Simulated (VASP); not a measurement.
Write the native input for VASP 6.6.1 that does the following.

```
Task                   : relaxation of cell and atoms
Functional             : PBE
Potentials or basis    : VASP PAW PBE potentials, release 64 (Be, Se, O)
Cutoff                 : 520 eV
k mesh                 : 3 × 3 × 3
Occupations            : gaussian, width 0.15 eV
Spin                   : no spin polarisation
Further INCAR settings : PREC = Normal; LREAL = Auto; ALGO = Fast; EDIFF = 0.0001; IBRION = 2; EDIFFG = -0.08; NSW = 24; ISIF = 3
```

The structure of Be3Se2O lies in POSCAR:

```
Be3Se2O
1.0
    5.2700000000     -3.0300000000      0.0000000000
    5.2700000000      3.0300000000      0.0000000000
    0.0000000000      0.0000000000      5.2300000000
Be Se O
6 4 2
Direct
    0.8369000000      0.4523000000      0.4115000000
    0.5477000000      0.1631000000      0.4115000000
    0.1135000000      0.8865000000      0.3552000000
    0.4523000000      0.8369000000      0.9115000000
    0.1631000000      0.5477000000      0.9115000000
    0.8865000000      0.1135000000      0.8552000000
    0.8290000000      0.5190000000      0.0000000000
    0.5190000000      0.8290000000      0.5000000000
    0.1710000000      0.4810000000      0.5000000000
    0.4810000000      0.1710000000      0.0000000000
    0.8300000000      0.1700000000      0.4910000000
    0.1700000000      0.8300000000      0.9910000000
```

The cell was built by a generator and needn't be a form met in nature.

One way to write it, as run:

INCAR

```
SYSTEM = Be3Se2O
PREC     = Normal         ! precision mode
ENCUT    = 520            ! plane-wave cutoff, eV
EDIFF    = 1E-4           ! SCF threshold, eV
ISMEAR   = 0              ! smearing method
SIGMA    = 0.15           ! smearing width, eV
LREAL    = Auto         
LASPH    = .True.         ! aspherical terms in the spheres
NELM     = 60             ! most SCF steps
ALGO     = Fast           ! electronic algorithm
ISIF     = 3              ! what is computed and relaxed
LWAVE    = .False.        ! write WAVECAR
LCHARG   = .False.        ! write CHGCAR
GGA      = PE             ! functional
IBRION   = 2              ! ionic algorithm
NSW      = 24             ! ionic steps
EDIFFG   = -0.08          ! ionic threshold
KPAR     = 2
```

KPOINTS

```
Automatic mesh
0
Gamma
  3 3 3
  0 0 0
```

Potentials or basis: VASP PAW PBE potentials, release 64 (Be, Se, O).

Run with:

```bash
$ cat potpaw_PBE.64/Be/POTCAR potpaw_PBE.64/Se/POTCAR potpaw_PBE.64/O/POTCAR > POTCAR
$ mpirun -np 2 vasp_std > vasp.out
```

Results of the run:

```json
{
 "Relaxed volume": "13.22 Å³/atom",
 "Relaxed cell": "a = 5.842 Å, b = 5.842 Å, c = 5.436 Å, α = 90.00°, β = 90.00°, γ = 58.78°",
 "Space group after relaxing (to 0.05 Å)": "Cmc2_1 (No. 36)",
 "Energy gained by relaxing": "168.9 meV/atom",
 "Ionic steps": "11",
 "Pressure after relaxing": "0.1 GPa",
 "Largest force after relaxing": "0.040 eV/Å",
 "Band gap on the k mesh": "2.99 eV, indirect (least direct gap 3.37 eV)"
}
```

Caveat: an odd mesh through Γ misses points on the zone boundary, where band edges often lie.

Run time: 63 s on 2 MPI ranks on Intel(R) Xeon(R) Platinum 8488C (Sapphire Rapids), with other jobs on the host, peak memory 0.2 GiB a rank.
